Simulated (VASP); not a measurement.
Runs of VASP 6.6.1 on Re. The structure is hexagonal, space group P6_3/mmc (No. 194). Conventional cell: a = 2.761 Å, b = 2.761 Å, c = 4.456 Å, α = 90.00°, β = 90.00°, γ = 120.00°. Re (site symmetry -6m2) is surrounded by 12 Re at 2.74 to 2.76 Å. 

```tsv
level	potentials or basis	k mesh	cutoff (eV)	mesh quality	gap on the mesh (eV)	pressure (GPa)	relaxed volume (Å³/atom)
PBEsol	VASP PAW PBE potentials, release 64 (Re)	18 × 18 × 10	580	not flagged	none	0.0	14.56
PBEsol	VASP PAW PBE potentials, release 64 (Re)	6 × 6 × 4	600	coarse	none	0.0	(a)
PBEsol	VASP PAW PBE potentials, release 64 (Re)	18 × 18 × 10	300	not flagged	none	0.0	14.49
PBEsol	VASP PAW PBE potentials, release 64 (Re)	18 × 18 × 10	600	not flagged	none	0.0	14.56
LDA	VASP PAW LDA potentials, release 64 (Re)	18 × 18 × 10	600	not flagged	none	0.0	14.39
```

Alike in all rows: task relaxation of cell and atoms; no spin polarisation; cell relaxed; smearing gaussian 0.1 eV.

Task: Fill in the values left out.

Result: (a) 14.58.

Caveats: some runs use coarse meshes; the PAW data sets were made with another functional, which shifts forces and pressure a little (some runs).

A k mesh can miss the band edges, and the runs leave out spin-orbit coupling on Re.

A gap of «none» marks a metal or a gap under the smearing width.
